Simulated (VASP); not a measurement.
VASP input:

POSCAR:
```
AlAs
1
    3.8626402050     0.0000000000    -0.0000000000
   -1.9313201024     3.3451448924    -0.0000000000
   -0.0000000000     0.0000000000     6.3546258554
Al As
2 2
Direct
  0.3333330000   0.6666670000   0.0005651690
  0.6666670000   0.3333330000   0.5005651690
  0.3333330000   0.6666670000   0.3744348310
  0.6666670000   0.3333330000   0.8744348310
```

INCAR:
```
ALGO = Normal
EDIFF = 1E-6
EDIFFG = -0.02
ENCUT = 500
GGA = PS
IBRION = 2
ISIF = 3
ISMEAR = 0
LASPH = .TRUE.
LCHARG = .FALSE.
LMAXMIX = 4
LREAL = .FALSE.
LWAVE = .FALSE.
NELM = 100
NSW = 40
PREC = Accurate
PSTRESS = 100
SIGMA = 0.05
SYSTEM = AlAs
```

**KPOINTS**
```
Automatic mesh
0
Gamma
7 7 4
0 0 0
```

POTCAR, in this order: Al As (PBE.64 set). Program: vasp_std.

Problem. Write an equivalent input for Ansatz.

Solution. One equivalent input (not run):
Ansatz 0.2 input:
```yaml
crystal:
  lattice:
    - [3.8626402, 0.0000000, 0.0000000]
    - [-1.9313201, 3.3451449, 0.0000000]
    - [0.0000000, 0.0000000, 6.3546259]
  atoms:
    - { symbol: Al, position: [0.3333330, 0.6666670, 0.0005652] }
    - { symbol: Al, position: [0.6666670, 0.3333330, 0.5005652] }
    - { symbol: As, position: [0.3333330, 0.6666670, 0.3744348] }
    - { symbol: As, position: [0.6666670, 0.3333330, 0.8744348] }
kpoints:
  mp_grid: { grid: [7, 7, 4] }
hamiltonian:
  xc: pbesol
  pseudopotentials: { kind: paw }
scf:
  occupations: { method: gaussian, width: 0.05 }
  max_iter: 100
relax:
  max_steps: 40
  f_tol: 0.02
  cell: { p_target: 10 }
output: { forces: true, stress: true, eigenvalues: true }
```
The two are equivalent in intent, not identical: each code has its own PAW files, so the cut-off isn't converted (ENCUT is set for VASP's; basis.ecutwfc is left out, and Ansatz then takes the one that its files recommend); Ansatz stops its SCF on the density residual and VASP on the energy change (EDIFF).

The structure was generated: AlAs was put into the wurtzite type (P6_3mc), which need not be its known phase. It was relaxed first under an external pressure of 10 GPa.
